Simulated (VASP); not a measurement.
Input of a VASP 6.6.1 run:

File INCAR:

```
SYSTEM = C
ALGO = Fast ; DIPOL = 0.5 0.5 0.500
EDIFF = 1E-7 ; ENCUT = 520
ICORELEVEL = 1 ; IDIPOL = 3
ISIF = 2 ; ISMEAR = 0
KPAR = 4 ; LASPH = .TRUE.
LCHARG = .FALSE. ; LDIPOL = .TRUE.
LREAL = .FALSE. ; LVACPOTAV = .TRUE.
LVHAR = .TRUE. ; LWAVE = .FALSE.
NBANDS = 41 ; NELM = 80
PREC = Accurate ; SIGMA = 0.03
```

The input KPOINTS:

```
k-points
0
G
  12 12 1
  0 0 0
```

POSCAR

```
C
1.0
    2.4988616200      0.0000000000      0.0000000000
   -1.2494308100      2.1640776500      0.0000000000
    0.0000000000      0.0000000000     27.7519498300
C
14
Direct
    0.0000000000      0.0000000000      0.2702512800
    0.6666666700      0.3333333300      0.2886311800
    0.6666666700      0.3333333300      0.3437708700
    0.3333333300      0.6666666700      0.3621507700
    0.3333333300      0.6666666700      0.4172904600
    0.0000000000      0.0000000000      0.4356703600
    0.0000000000      0.0000000000      0.4908100500
    0.6666666700      0.3333333300      0.5091899500
    0.6666666700      0.3333333300      0.5643296400
    0.3333333300      0.6666666700      0.5827095400
    0.3333333300      0.6666666700      0.6378492300
    0.0000000000      0.0000000000      0.6562291300
    0.0000000000      0.0000000000      0.7113688200
    0.6666666700      0.3333333300      0.7297487200
```

Potentials or basis: VASP PAW LDA potentials, release 64 (C).

Command:

```bash
$ cat potpaw_LDA.64/C/POTCAR > POTCAR
$ mpirun -np 4 vasp_std > vasp.out
```

(1) Estimate the work function of the lower face.

(2) Estimate the largest force.

Results:

(1) 5.87 eV.

(2) 4.797 eV/Å.
